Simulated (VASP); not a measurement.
Output of a VASP run:

### OUTCAR
```
 ion  position               nearest neighbor table
   1  0.642  0.358  0.250-   3 2.48   3 2.58   3 2.58   4 2.82   4 2.82   4 2.82   4 2.82
   2  0.358  0.642  0.750-   4 2.48   4 2.58   4 2.58   3 2.82   3 2.82   3 2.82   3 2.82
   3  0.913  0.087  0.250-   1 2.48   1 2.58   1 2.58   4 2.82   4 2.82   2 2.82   2 2.82   2 2.82
                             2 2.82
   4  0.087  0.913  0.750-   2 2.48   2 2.58   2 2.58   3 2.82   3 2.82   1 2.82   1 2.82   1 2.82
                             1 2.82
  LATTYP: Found a base centered orthorhombic cell.
 ALAT       =     3.0218047038
 B/A-ratio  =     3.0274533341
 C/A-ratio  =     1.5411232191
 Subroutine PRICEL returns:
 Original cell was already a primitive cell.
 Subroutine GETGRP returns: Found  8 space group operations
The static configuration has the point symmetry C_2h.
 The point group associated with its full space group is D_2h.
The dynamic configuration has the point symmetry C_2h.
 Subroutine INISYM returns: Found  8 space group operations
 Subroutine IBZKPT returns following result:
 Found    124 irreducible k-points:

 Following reciprocal coordinates:
            Coordinates               Weight
  0.000000  0.000000  0.000000      1.000000
  0.100000  0.000000  0.000000      4.000000
  0.200000  0.000000  0.000000      4.000000
  0.300000  0.000000  0.000000      4.000000
  0.400000 -0.000000  0.000000      4.000000
  0.500000 -0.000000  0.000000      2.000000
  0.100000  0.100000  0.000000      2.000000
  0.200000  0.100000  0.000000      4.000000
  0.300000  0.100000  0.000000      4.000000
  0.400000  0.100000  0.000000      4.000000
  0.500000  0.100000  0.000000      4.000000
 -0.400000  0.100000  0.000000      4.000000
 -0.300000  0.100000  0.000000      4.000000
 -0.200000  0.100000  0.000000      4.000000
 -0.100000  0.100000  0.000000      2.000000
  0.200000  0.200000  0.000000      2.000000
  0.300000  0.200000  0.000000      4.000000
  0.400000  0.200000  0.000000      4.000000
  0.500000  0.200000  0.000000      4.000000
 -0.400000  0.200000  0.000000      4.000000
 -0.300000  0.200000  0.000000      4.000000
 -0.200000  0.200000  0.000000      2.000000
  0.300000  0.300000  0.000000      2.000000
  0.400000  0.300000  0.000000      4.000000
  0.500000  0.300000  0.000000      4.000000
 -0.400000  0.300000  0.000000      4.000000
 -0.300000  0.300000  0.000000      2.000000
  0.400000  0.400000  0.000000      2.000000
  0.500000  0.400000  0.000000      4.000000
 -0.400000  0.400000  0.000000      2.000000
  0.500000  0.500000  0.000000      1.000000
  0.000000  0.000000  0.166667      2.000000
  0.100000  0.000000  0.166667      8.000000
  0.200000  0.000000  0.166667      8.000000
  0.300000  0.000000  0.166667      8.000000
  0.400000 -0.000000  0.166667      8.000000
  0.500000 -0.000000  0.166667      4.000000
  0.100000  0.100000  0.166667      4.000000
  0.200000  0.100000  0.166667      8.000000
  0.300000  0.100000  0.166667      8.000000
   k-points           NKPTS =    124   k-points in BZ     NKDIM =    124   number of bands    NBANDS=     28
   number of dos      NEDOS =    301   number of ions     NIONS =      4
   total plane-waves  NPLWV =  30720
   dimension x,y,z NGX =    32 NGY =   32 NGZ =   30
   dimension x,y,z NGXF=    64 NGYF=   64 NGZF=   60
   ions per type =               2   2
   PREC   = accura    normal or accurate (medium, high low for compatibility)
   ISTART =      0    job   : 0-new  1-cont  2-samecut
   ICHARG =      2    charge: 1-file 2-atom 10-const
   ISPIN  =      1    spin polarized calculation?
   LNONCOLLINEAR =      F non collinear calculations
   LSORBIT =      F    spin-orbit coupling
   INIWAV =      1    electr: 0-lowe 1-rand  2-diag
   ENCUT  =  400.0 eV  29.40 Ry    5.42 a.u.   7.86  7.86  7.59*2*pi/ulx,y,z
   NELM   =    100;   NELMIN=  2; NELMDL= -5     # of ELM steps
   EDIFF  = 0.1E-05   stopping-criterion for ELM
   LREAL  =      F    real-space projection
...
```

OSZICAR:
```
...
   4 F= -.13156538E+03 E0= -.13156526E+03  d E =-.106960E-02
       N       E                     dE             d eps       ncg     rms          rms(c)
DAV:   1    -0.131577918299E+03   -0.12534E-01   -0.90398E-01  7340   0.672E+00    0.735E-01
DAV:   2    -0.131568823342E+03    0.90950E-02   -0.34935E-02  8484   0.195E+00    0.400E-01
DAV:   3    -0.131566628887E+03    0.21945E-02   -0.43828E-03  9004   0.767E-01    0.190E-01
DAV:   4    -0.131565948212E+03    0.68068E-03   -0.19740E-03 10140   0.458E-01    0.435E-02
DAV:   5    -0.131565973087E+03   -0.24875E-04   -0.58040E-04  7352   0.218E-01    0.235E-02
DAV:   6    -0.131566052943E+03   -0.79856E-04   -0.93853E-05  7484   0.798E-02    0.102E-02
DAV:   7    -0.131566047129E+03    0.58147E-05   -0.14700E-05  7196   0.280E-02    0.411E-03
DAV:   8    -0.131566051906E+03   -0.47776E-05   -0.10704E-05  6184   0.243E-02    0.220E-03
DAV:   9    -0.131566052496E+03   -0.58943E-06   -0.90783E-07  3924   0.735E-03
   5 F= -.13156605E+03 E0= -.13156593E+03  d E =-.173740E-02
       N       E                     dE             d eps       ncg     rms          rms(c)
DAV:   1    -0.131566428203E+03   -0.37630E-03   -0.26176E-02  7772   0.115E+00    0.125E-01
DAV:   2    -0.131566151890E+03    0.27631E-03   -0.96718E-04  8484   0.355E-01    0.683E-02
DAV:   3    -0.131566086330E+03    0.65560E-04   -0.13643E-04  9176   0.146E-01    0.321E-02
DAV:   4    -0.131566067033E+03    0.19297E-04   -0.61259E-05  9788   0.816E-02    0.739E-03
DAV:   5    -0.131566069961E+03   -0.29283E-05   -0.18599E-05  7344   0.412E-02    0.399E-03
DAV:   6    -0.131566073512E+03   -0.35508E-05   -0.27237E-06  6200   0.141E-02    0.172E-03
DAV:   7    -0.131566073951E+03   -0.43868E-06   -0.46085E-07  3592   0.548E-03
   6 F= -.13156607E+03 E0= -.13156596E+03  d E =-.175885E-02
       N       E                     dE             d eps       ncg     rms          rms(c)
DAV:   1    -0.131571044856E+03   -0.49713E-02   -0.19069E-01  7448   0.332E+00    0.420E-01
DAV:   2    -0.131567531353E+03    0.35135E-02   -0.56781E-03  9108   0.869E-01    0.249E-01
DAV:   3    -0.131566043930E+03    0.14874E-02   -0.22760E-03  9856   0.505E-01    0.420E-02
DAV:   4    -0.131566192350E+03   -0.14842E-03   -0.77764E-04  7352   0.199E-01    0.225E-02
DAV:   5    -0.131566336948E+03   -0.14460E-03   -0.15314E-04  7144   0.903E-02    0.127E-02
DAV:   6    -0.131566351190E+03   -0.14241E-04   -0.25961E-05  6468   0.351E-02    0.482E-03
DAV:   7    -0.131566353998E+03   -0.28086E-05   -0.69382E-06  6132   0.196E-02    0.146E-03
DAV:   8    -0.131566355398E+03   -0.13990E-05   -0.90236E-07  3976   0.718E-03    0.880E-04
DAV:   9    -0.131566355416E+03   -0.18204E-07   -0.12094E-07  3520   0.327E-03
   7 F= -.13156636E+03 E0= -.13156625E+03  d E =-.281465E-03
       N       E                     dE             d eps       ncg     rms          rms(c)
DAV:   1    -0.131566555172E+03   -0.19977E-03   -0.74536E-03  7416   0.657E-01    0.832E-02
DAV:   2    -0.131566418647E+03    0.13653E-03   -0.22276E-04  9668   0.193E-01    0.492E-02
DAV:   3    -0.131566361889E+03    0.56758E-04   -0.87965E-05  9992   0.117E-01    0.829E-03
DAV:   4    -0.131566367320E+03   -0.54310E-05   -0.31162E-05  7312   0.401E-02    0.443E-03
DAV:   5    -0.131566372821E+03   -0.55007E-05   -0.61667E-06  6080   0.182E-02    0.249E-03
DAV:   6    -0.131566373461E+03   -0.63938E-06   -0.10085E-06  4004   0.731E-03
   8 F= -.13156637E+03 E0= -.13156626E+03  d E =-.299510E-03
```

File OUTCAR:
```
------------------------ aborting loop because EDIFF is reached ----------------------------------------
  FORCE on cell =-STRESS in cart. coord.  units (eV):
  Direction    XX          YY          ZZ          XY          YZ          ZX
  --------------------------------------------------------------------------------------
  Total       -0.0463953     -0.0639674     -0.0077524      0.0000000      0.0000000      0.0000000
  in kB       -1.1432888     -1.5763057     -0.1910382      0.0000000      0.0000000      0.0000000
  external PRESSURE =      -0.9702109 kB  Pullay stress =       0.0000000 kB
  volume of cell :       65.02
      direct lattice vectors                 reciprocal lattice vectors
     1.499790975 -4.614243789  0.000000000     0.333379790 -0.108360118  0.000000000
     1.499790975  4.614243789 -0.000000000     0.333379790  0.108360118 -0.000000000
     0.000000000  0.000000000  4.697507903     0.000000000  0.000000000  0.212878833
 POSITION                                       TOTAL-FORCE (eV/Angst)
 -----------------------------------------------------------------------------------
      1.49979     -1.31144      1.17438         0.000000     -0.008935      0.000000
      1.49979      1.31144      3.52313         0.000000      0.008935     -0.000000
      1.49979     -3.80253      1.17438         0.000000     -0.019730      0.000000
      1.49979      3.80253      3.52313         0.000000      0.019730     -0.000000
 -----------------------------------------------------------------------------------
    total drift:                                0.000000      0.000000     -0.000000
  FREE ENERGIE OF THE ION-ELECTRON SYSTEM (eV)
  ---------------------------------------------------
  free  energy   TOTEN  =      -131.5663734605 eV

  energy  without entropy=     -131.5660476245  energy(sigma->0) =     -131.56626485

 reached required accuracy - stopping structural energy minimisation
```
(Selected blocks of OUTCAR.)

POSCAR:
```
GePt
1
    1.5109023519    -4.5741863627    -0.0000000000
    1.5109023519     4.5741863627     0.0000000000
    0.0000000000     0.0000000000     4.6569733926
Ge Pt
2 2
Direct
  0.6416547425   0.3583452575   0.2500000000
  0.3583452575   0.6416547425   0.7500000000
  0.9132152645   0.0867847355   0.2500000000
  0.0867847355   0.9132152645   0.7500000000
```

Q: Reconstruct the remaining input files.

A: This is not unique; one that fits is the input of the run itself, r2SCAN meta-GGA, plane waves, VASP's PBE PAW potentials (set 64).

### INCAR
```
# general
SYSTEM   =  GePt
PREC     =  Accurate
ENCUT    =  400   # plane-wave cut-off (eV)
LREAL    =  .FALSE.
LASPH    =  .TRUE.   # aspherical one-centre terms

# electronic loop
EDIFF    =  1E-6   # SCF stop (eV)
NELM     =  100   # most electronic steps
ALGO     =  Normal   # blocked Davidson
LMAXMIX  =  6   # l cut-off of mixed one-centre charges
LMIXTAU  =  .TRUE.

# smearing
ISMEAR   =  1
SIGMA    =  0.1

# functional
METAGGA  =  R2SCAN

# ions
IBRION   =  2
NSW      =  60   # most ionic steps
ISIF     =  3
EDIFFG   =  -0.02

# output
LWAVE    =  .FALSE.
LCHARG   =  .FALSE.
```

File KPOINTS:
```
Automatic mesh
0
Gamma
10 10 6
0 0 0
```

POTCAR, in this order: Ge_d Pt (PBE.64 set). Program: vasp_std.

The structure was generated: GePt was put into the CrB type (Cmcm), which need not be its known phase. This run relaxes it. Symmetry was kept, so distortions that lower it aren't found. The start is the result of an earlier pass.
